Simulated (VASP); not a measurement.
Method: PBE GGA, VASP's PBE PAW potentials (set 64) (plane waves; VASP).

VASP ran on this input.

POSCAR:
```
WS2
1
    1.6090706208    -2.7869920454     0.0000000000
    1.6090706208     2.7869920454     0.0000000000
    0.0000000000     0.0000000000    13.9408667523
W S
2 4
Direct
  0.3333330000   0.6666670000   0.2500000000
  0.6666670000   0.3333330000   0.7500000000
  0.3333330000   0.6666670000   0.8638515692
  0.6666670000   0.3333330000   0.3638515692
  0.6666670000   0.3333330000   0.1361484308
  0.3333330000   0.6666670000   0.6361484308
```

**KPOINTS**
```
Automatic mesh
0
Gamma
8 8 2
0 0 0
```

**INCAR**
```
# general
SYSTEM  = WS2
PREC    = Accurate
ENCUT   = 520   # plane-wave cut-off (eV)
LREAL   = F   # projection in real space or not
LASPH   = T   # aspherical one-centre terms

# electronic loop
EDIFF   = 1E-7   # SCF stop (eV)
NELM    = 100   # most electronic steps
ALGO    = Normal
LMAXMIX = 6   # l cut-off of mixed one-centre charges

# smearing
ISMEAR  = 0
SIGMA   = 0.05   # width (eV)

# functional
GGA     = PE   # PBE

# ions
IBRION  = 2   # conjugate gradients
NSW     = 30   # most ionic steps
ISIF    = 4
EDIFFG  = -0.01

# output
LWAVE   = F
LCHARG  = F
```

POTCAR, in this order: W_sv S (PBE.64 set). Program: vasp_std.

Output

**OSZICAR**
```
       N       E                     dE             d eps       ncg     rms          rms(c)
DAV:   1     0.515177285115E+03    0.51518E+03   -0.28832E+04  1400   0.162E+03
DAV:   2    -0.133368237312E+02   -0.52851E+03   -0.51494E+03  1469   0.428E+02
DAV:   3    -0.492394480048E+02   -0.35903E+02   -0.35435E+02  1574   0.100E+02
DAV:   4    -0.502410571052E+02   -0.10016E+01   -0.99915E+00  1514   0.175E+01
DAV:   5    -0.502747063936E+02   -0.33649E-01   -0.33638E-01  1624   0.319E+00    0.347E+01
DAV:   6    -0.477149391318E+02    0.25598E+01   -0.17148E+01  1421   0.230E+01    0.155E+01
DAV:   7    -0.474419160465E+02    0.27302E+00   -0.42313E+00  1459   0.958E+00    0.629E+00
DAV:   8    -0.473162262936E+02    0.12569E+00   -0.59153E-01  1691   0.455E+00    0.176E+00
DAV:   9    -0.473176580246E+02   -0.14317E-02   -0.60470E-02  1667   0.127E+00    0.889E-01
DAV:  10    -0.473164072928E+02    0.12507E-02   -0.29732E-02  1620   0.106E+00    0.307E-01
DAV:  11    -0.473159655888E+02    0.44170E-03   -0.48666E-03  1566   0.420E-01    0.131E-01
DAV:  12    -0.473159641886E+02    0.14002E-05   -0.21674E-04  1619   0.837E-02    0.636E-02
DAV:  13    -0.473159993475E+02   -0.35159E-04   -0.10440E-04  1645   0.539E-02    0.207E-02
DAV:  14    -0.473160039105E+02   -0.45630E-05   -0.91753E-06  1576   0.159E-02    0.944E-03
DAV:  15    -0.473160046080E+02   -0.69753E-06   -0.12581E-06  1339   0.645E-03    0.464E-03
DAV:  16    -0.473160048078E+02   -0.19974E-06   -0.89111E-07  1464   0.508E-03    0.113E-03
DAV:  17    -0.473160048777E+02   -0.69937E-07   -0.80295E-08  1026   0.193E-03
   1 F= -.47316005E+02 E0= -.47316005E+02  d E =-.473160E+02
       N       E                     dE             d eps       ncg     rms          rms(c)
DAV:   1    -0.473317156476E+02   -0.15711E-01   -0.25858E+00  1282   0.643E+00    0.173E+00
DAV:   2    -0.473422638251E+02   -0.10548E-01   -0.13706E-01  1528   0.162E+00    0.623E-01
DAV:   3    -0.473416435694E+02    0.62026E-03   -0.32427E-03  1522   0.336E-01    0.463E-01
DAV:   4    -0.473415748762E+02    0.68693E-04   -0.21772E-03  1645   0.237E-01    0.130E-01
DAV:   5    -0.473414670619E+02    0.10781E-03   -0.55217E-04  1517   0.130E-01    0.525E-02
DAV:   6    -0.473414586597E+02    0.84022E-05   -0.49689E-05  1499   0.333E-02    0.412E-02
DAV:   7    -0.473414590471E+02   -0.38738E-06   -0.72112E-06  1497   0.115E-02    0.143E-02
DAV:   8    -0.473414593838E+02   -0.33666E-06   -0.11970E-06  1538   0.593E-03    0.449E-03
DAV:   9    -0.473414594942E+02   -0.11045E-06   -0.19312E-07  1063   0.260E-03    0.668E-04
DAV:  10    -0.473414595383E+02   -0.44026E-07   -0.69632E-08  1014   0.164E-03
   2 F= -.47341460E+02 E0= -.47341460E+02  d E =-.254547E-01
       N       E                     dE             d eps       ncg     rms          rms(c)
DAV:   1    -0.473414709563E+02   -0.11462E-04   -0.18473E-03  1345   0.173E-01    0.424E-02
DAV:   2    -0.473414792011E+02   -0.82448E-05   -0.96270E-05  1542   0.431E-02    0.169E-02
DAV:   3    -0.473414790374E+02    0.16366E-06   -0.24893E-06  1355   0.933E-03    0.121E-02
DAV:   4    -0.473414794123E+02   -0.37491E-06   -0.15712E-06  1521   0.661E-03    0.352E-03
DAV:   5    -0.473414792961E+02    0.11621E-06   -0.41543E-07  1226   0.377E-03    0.142E-03
DAV:   6    -0.473414792655E+02    0.30637E-07   -0.50945E-08   963   0.127E-03
   3 F= -.47341479E+02 E0= -.47341479E+02  d E =-.254744E-01
       N       E                     dE             d eps       ncg     rms          rms(c)
DAV:   1    -0.474122488990E+02   -0.70770E-01   -0.30652E+00  1240   0.111E+01    0.210E+00
DAV:   2    -0.473686891940E+02    0.43560E-01   -0.26432E-01  1344   0.305E+00    0.946E-01
DAV:   3    -0.473611058130E+02    0.75834E-02   -0.15464E-02  1526   0.755E-01    0.484E-01
DAV:   4    -0.473568114175E+02    0.42944E-02   -0.19207E-02  1453   0.682E-01    0.257E-01
DAV:   5    -0.473566103299E+02    0.20109E-03   -0.10371E-03  1543   0.200E-01    0.153E-01
DAV:   6    -0.473565147498E+02    0.95580E-04   -0.41631E-04  1548   0.101E-01    0.844E-02
DAV:   7    -0.473565195866E+02   -0.48367E-05   -0.69458E-05  1653   0.433E-02    0.455E-02
DAV:   8    -0.473565271230E+02   -0.75364E-05   -0.25673E-05  1679   0.230E-02    0.299E-02
DAV:   9    -0.473565283707E+02   -0.12476E-05   -0.46374E-06  1647   0.125E-02    0.944E-03
DAV:  10    -0.473565286177E+02   -0.24701E-06   -0.76242E-07  1290   0.463E-03    0.356E-03
DAV:  11    -0.473565285742E+02    0.43473E-07   -0.12687E-07  1054   0.204E-03
   4 F= -.47356529E+02 E0= -.47356529E+02  d E =-.150493E-01
       N       E                     dE             d eps       ncg     rms          rms(c)
DAV:   1    -0.474252152875E+02   -0.68687E-01   -0.34649E+00  1240   0.118E+01    0.225E+00
DAV:   2    -0.473758240905E+02    0.49391E-01   -0.30317E-01  1359   0.327E+00    0.101E+00
DAV:   3    -0.473671802148E+02    0.86439E-02   -0.17461E-02  1511   0.810E-01    0.513E-01
DAV:   4    -0.473622036342E+02    0.49766E-02   -0.21655E-02  1451   0.724E-01    0.279E-01
DAV:   5    -0.473620228802E+02    0.18075E-03   -0.11191E-03  1542   0.207E-01    0.167E-01
DAV:   6    -0.473619172451E+02    0.10564E-03   -0.43026E-04  1541   0.104E-01    0.991E-02
DAV:   7    -0.473619218858E+02   -0.46407E-05   -0.87723E-05  1684   0.481E-02    0.558E-02
DAV:   8    -0.473619311217E+02   -0.92359E-05   -0.32510E-05  1670   0.261E-02    0.374E-02
DAV:   9    -0.473619325010E+02   -0.13793E-05   -0.61224E-06  1663   0.144E-02    0.132E-02
DAV:  10    -0.473619328705E+02   -0.36948E-06   -0.98332E-07  1332   0.529E-03    0.501E-03
DAV:  11    -0.473619328215E+02    0.48940E-07   -0.15559E-07  1086   0.229E-03
   5 F= -.47361933E+02 E0= -.47361933E+02  d E =-.204536E-01
       N       E                     dE             d eps       ncg     rms          rms(c)
DAV:   1    -0.473620240503E+02   -0.91180E-04   -0.51788E-03  1297   0.454E-01    0.827E-02
DAV:   2    -0.473619494270E+02    0.74623E-04   -0.44572E-04  1386   0.125E-01    0.378E-02
DAV:   3    -0.473619363875E+02    0.13039E-04   -0.25719E-05  1526   0.309E-02    0.187E-02
DAV:   4    -0.473619283880E+02    0.79995E-05   -0.28432E-05  1451   0.265E-02    0.976E-03
DAV:   5    -0.473619281648E+02    0.22321E-06   -0.18303E-06  1572   0.842E-03    0.511E-03
DAV:   6    -0.473619281094E+02    0.55364E-07   -0.53528E-07  1480   0.371E-03
   6 F= -.47361928E+02 E0= -.47361928E+02  d E =-.204488E-01
       N       E                     dE             d eps       ncg     rms          rms(c)
DAV:   1    -0.473619078846E+02    0.20280E-04   -0.95431E-03  1324   0.426E-01    0.983E-02
DAV:   2    -0.473619393512E+02   -0.31467E-04   -0.53829E-04  1537   0.103E-01    0.396E-02
DAV:   3    -0.473619340858E+02    0.52655E-05   -0.24153E-05  1483   0.289E-02    0.293E-02
DAV:   4    -0.473619325014E+02    0.15844E-05   -0.10095E-05  1640   0.172E-02    0.841E-03
DAV:   5    -0.473619319885E+02    0.51282E-06   -0.24205E-06  1624   0.873E-03    0.209E-03
DAV:   6    -0.473619320151E+02   -0.26512E-07   -0.28666E-07  1132   0.278E-03
   7 F= -.47361932E+02 E0= -.47361932E+02  d E =-.390564E-05
       N       E                     dE             d eps       ncg     rms          rms(c)
DAV:   1    -0.473619472671E+02   -0.15279E-04   -0.22632E-03  1324   0.207E-01    0.479E-02
DAV:   2    -0.473619561617E+02   -0.88946E-05   -0.12769E-04  1537   0.501E-02    0.192E-02
DAV:   3    -0.473619554107E+02    0.75104E-06   -0.57202E-06  1504   0.141E-02    0.142E-02
DAV:   4    -0.473619554240E+02   -0.13287E-07   -0.23411E-06  1480   0.827E-03    0.417E-03
DAV:   5    -0.473619554746E+02   -0.50633E-07   -0.58460E-07  1294   0.455E-03
   8 F= -.47361955E+02 E0= -.47361955E+02  d E =-.273652E-04
```

File OUTCAR:
```
------------------------ aborting loop because EDIFF is reached ----------------------------------------
  FORCE on cell =-STRESS in cart. coord.  units (eV):
  Direction    XX          YY          ZZ          XY          YZ          ZX
  --------------------------------------------------------------------------------------
  Total        0.0064661      0.0064661      0.0358853      0.0000000     -0.0000000      0.0000000
  in kB        0.0828556      0.0828556      0.4598292      0.0000000     -0.0000000      0.0000000
  external PRESSURE =       0.2085135 kB  Pullay stress =       0.0000000 kB
  volume of cell :      125.03
      direct lattice vectors                 reciprocal lattice vectors
     1.593766424 -2.760484402  0.000000000     0.313722257 -0.181127631  0.000000000
     1.593766424  2.760484402 -0.000000000     0.313722257  0.181127631  0.000000000
    -0.000000000 -0.000000000 14.209887511     0.000000000  0.000000000  0.070373534
 POSITION                                       TOTAL-FORCE (eV/Angst)
 -----------------------------------------------------------------------------------
      1.59377      0.92016      3.55247         0.000000     -0.000000     -0.000000
      1.59377     -0.92016     10.65742         0.000000      0.000000     -0.000000
      1.59377      0.92016     12.22852        -0.000000     -0.000000      0.000317
      1.59377     -0.92016      5.12357        -0.000000      0.000000      0.000317
      1.59377     -0.92016      1.98137        -0.000000      0.000000     -0.000317
      1.59377      0.92016      9.08631        -0.000000      0.000000     -0.000317
 -----------------------------------------------------------------------------------
    total drift:                                0.000000      0.001216     -0.000033
  FREE ENERGIE OF THE ION-ELECTRON SYSTEM (eV)
  ---------------------------------------------------
  free  energy   TOTEN  =       -47.3619554746 eV

  energy  without entropy=      -47.3619554746  energy(sigma->0) =      -47.36195547

 reached required accuracy - stopping structural energy minimisation
```
(Selected blocks of OUTCAR.)

**CONTCAR**
```
WS2
   1.00000000000000
     1.5937664237803197   -2.7604844021034101    0.0000000000000000
     1.5937664237803197    2.7604844021034101   -0.0000000000000000
    -0.0000000000000000   -0.0000000000000000   14.2098875111319689
  W               S
     2     4
Direct
     0.3333330000000032    0.6666669999999968    0.2500000000000000
     0.6666669999999968    0.3333330000000032    0.7500000000000000
     0.3333330000000032    0.6666669999999968    0.8605640281683308
     0.6666669999999968    0.3333330000000032    0.3605640281683307
     0.6666669999999968    0.3333330000000032    0.1394359718316692
     0.3333330000000032    0.6666669999999968    0.6394359718316692
```

Without a dispersion term in the relaxation, distances and binding between the weakly bound layers, chains or molecules are unreliable, and so is what depends on them.

The compound is WS2 in the 2H layered structure. This cell is one point of a volume scan, at 1.03 of the reference volume. Symmetry was kept, so distortions that lower it aren't found.
